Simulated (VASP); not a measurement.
Input:

```
KMgF3
1.0
    3.89636     0.00000     0.00000
    0.00000     3.89636     0.00000
    0.00000     0.00000     3.89636
K Mg F
1 1 3
Direct
  0.00000   0.00000   0.00000
  0.50000   0.50000   0.50000
  0.50000   0.00000   0.50000
  0.00000   0.50000   0.50000
  0.50000   0.50000   0.00000
```

Computed with LDA (Ceperley-Alder, Perdew-Zunger), VASP's LDA PAW potentials (set 64) (plane waves; VASP 6.6.1). Settings: 520 eV cut-off, Gaussian smearing of 0.050 eV, potentials K_sv Mg F.

Q: Give the energies of bands 8 to 19 at the high-symmetry points, in eV from the valence-band maximum.

A: 
```csv
band,Γ,X,M,R
8,-2.62,-2.52,-3.37,-4.24
9,-2.62,-2.52,-2.45,-1.81
10,-2.62,-2.35,-2.03,-1.81
11,-0.71,-1.63,-1.22,-1.81
12,-0.71,-1.02,-1.21,-1.21
13,-0.71,-0.96,-1.21,-1.21
14,-0.32,-0.96,-0.97,0.00
15,-0.32,-0.59,-0.97,0.00
16,-0.32,-0.59,-0.03,0.00
17,7.49,10.22,11.09,10.45
18,9.86,10.84,11.77,10.45
19,9.86,11.04,12.93,10.45
```

The gap is indirect, 7.49 eV, from the valence maximum at R to the conduction minimum at Γ.

Measured: gap 12.40 eV (computed value off by -4.91 eV), as given by M. Sahnoun et al., Materials Chemistry and Physics (2004), doi:10.1016/j.matchemphys.2004.11.019.

The compound is KMgF3 in the cubic perovskite structure. It was relaxed first, which changed the volume by -7 %.
